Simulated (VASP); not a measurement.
A run of VASP 6.6.1:

INCAR

```
SYSTEM = MgSnO2
PREC = Normal ; ENCUT = 520
EDIFF = 1E-4 ; ISMEAR = 0
SIGMA = 0.15 ; LREAL = .False.
LASPH = .True. ; NELM = 60
ALGO = Fast ; ISIF = 3
LWAVE = .False. ; LCHARG = .False.
GGA = PE ; IBRION = 2
NSW = 24 ; EDIFFG = -0.08
```

File KPOINTS:

```
regular mesh
0
Gamma
  4 4 4
  0 0 0
```

The input POSCAR:

```
MgSnO2
1.0
    3.7000000000      0.0000000000      0.0000000000
    0.0000000000      3.7000000000      0.0000000000
    0.0000000000      0.0000000000      4.4000000000
Mg Sn O
1 1 2
Direct
    0.5000000000      0.5000000000      0.8000000000
    0.0000000000      0.0000000000      0.2800000000
    0.0000000000      0.5000000000      0.0000000000
    0.5000000000      0.0000000000      0.0000000000
```

Potentials or basis: VASP PAW PBE potentials, release 64 (Mg, Sn_d, O).

Run with:

```console
$ cat potpaw_PBE.64/Mg/POTCAR potpaw_PBE.64/Sn_d/POTCAR potpaw_PBE.64/O/POTCAR > POTCAR
$ mpirun -np 1 vasp_std > vasp.out
```

Hardware: 1 thread of Intel(R) Xeon(R) 6975P-C (Granite Rapids) (shared host).

Task: Estimate the wall time of this run.

Result: It took 49 s on 1 thread of Intel(R) Xeon(R) 6975P-C (Granite Rapids), on a shared host, peak memory 0.16 GiB. Counts: scf iterations 100, k points 18, ion steps 17.
